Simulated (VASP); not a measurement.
An input for Ansatz (written as the equivalent of a VASP run, and not itself run):

Ansatz 0.2 input:
```yaml
crystal:
  lattice:
    - [5.7948600, 0.0000000, 0.0000000]
    - [-2.8974300, 5.0184960, 0.0000000]
    - [0.0000000, 0.0000000, 4.6759550]
  atoms:
    - { symbol: W, position: [0.5000000, 0.0000000, 0.0000000] }
    - { symbol: W, position: [0.5000000, 0.5000000, 0.0000000] }
    - { symbol: W, position: [0.0000000, 0.5000000, 0.0000000] }
    - { symbol: Sb, position: [0.0000000, 0.0000000, 0.0000000] }
    - { symbol: Sb, position: [0.3333330, 0.6666670, 0.5000000] }
    - { symbol: Sb, position: [0.6666670, 0.3333330, 0.5000000] }
kpoints:
  mp_grid: { grid: [2, 2, 2] }
hamiltonian:
  xc: pbe
  pseudopotentials: { kind: paw }
scf:
  occupations: { method: gaussian, width: 0.272 }
  max_iter: 100
output: { forces: true, stress: true, eigenvalues: true }
```

Problem. Write the VASP files for the same calculation (PBE).

Solution. This is not unique; one that fits is 
**KPOINTS**
```
Automatic mesh
0
Gamma
2 2 2
0 0 0
```

POSCAR:
```
SbW
1
    5.7948600000     0.0000000000     0.0000000000
   -2.8974300000     5.0184960000     0.0000000000
    0.0000000000     0.0000000000     4.6759550000
W Sb
3 3
Direct
  0.5000000000   0.0000000000   0.0000000000
  0.5000000000   0.5000000000   0.0000000000
  0.0000000000   0.5000000000   0.0000000000
  0.0000000000   0.0000000000   0.0000000000
  0.3333330000   0.6666670000   0.5000000000
  0.6666670000   0.3333330000   0.5000000000
```

### INCAR
```
LWAVE = F
ENCUT = 300   ! plane-wave cut-off (eV)
ALGO = Normal   ! blocked Davidson
LCHARG = F
LASPH = T   ! aspherical one-centre terms
LMAXMIX = 6   ! l cut-off of mixed one-centre charges
ISMEAR = 0   ! Gaussian
SIGMA = 0.272
ISIF = 2   ! forces and stress, cell fixed
GGA = PE   ! PBE
NELM = 100
PREC = Accurate
SYSTEM = SbW
EDIFF = 1E-6   ! SCF stop (eV)
LREAL = F   ! projection in real space or not
```

POTCAR, in this order: W_sv Sb (PBE.64 set). Program: vasp_std.

Limits of the translation: each code has its own PAW files, so the cut-off isn't converted (ENCUT is set for VASP's; basis.ecutwfc is left out, and Ansatz then takes the one that its files recommend); Ansatz stops its SCF on the density residual and VASP on the energy change (EDIFF).

The structure was generated: SbW was put into an ordered model structure, which need not be its known phase. The cell was not relaxed at this level. The k-mesh is coarse (spacing up to 0.67 per Å, 2π included), so the numbers may not be converged in it. The run is one of a series of settings (KPOINTS 2×2×2 Γ-centred mesh against the base run), some of them coarse on purpose.
